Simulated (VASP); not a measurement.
CdO (rock salt): the bulk modulus from VASP (plane waves, PAW) at several levels of theory. Static lattice, third-order Birch-Murnaghan fit over five volumes.  The measured value holds thermal and zero-point effects that the static calculation lacks.

```csv
level,bulk modulus (GPa),error against measurement
LDA,162,+10.2 %
PBE,126,-14.6 %
PBEsol,145,-1.5 %
HSE06,145,-1.4 %
HSEsol,160,+9.1 %
PBE0,146,-0.5 %
```

Measured: 147 GPa (as given by Priya Gopal et al., Physical Review B (2015), doi:10.1103/physrevb.91.245202).

The cell of the LDA run:

```
CdO
1.0
    0.00000     2.32794     2.32794
    2.32794     0.00000     2.32794
    2.32794     2.32794     0.00000
Cd O
1 1
Direct
  0.00000   0.00000   0.00000
  0.50000   0.50000   0.50000
```

Only levels that ran to the end are used. Left out are those held back, those with too coarse a band path, GW runs whose mesh misses a band edge, hybrids' fits of cells that aren't cubic and levels without matching references; a question may draw on a part of the rest.

The compound is CdO in the rock salt structure.
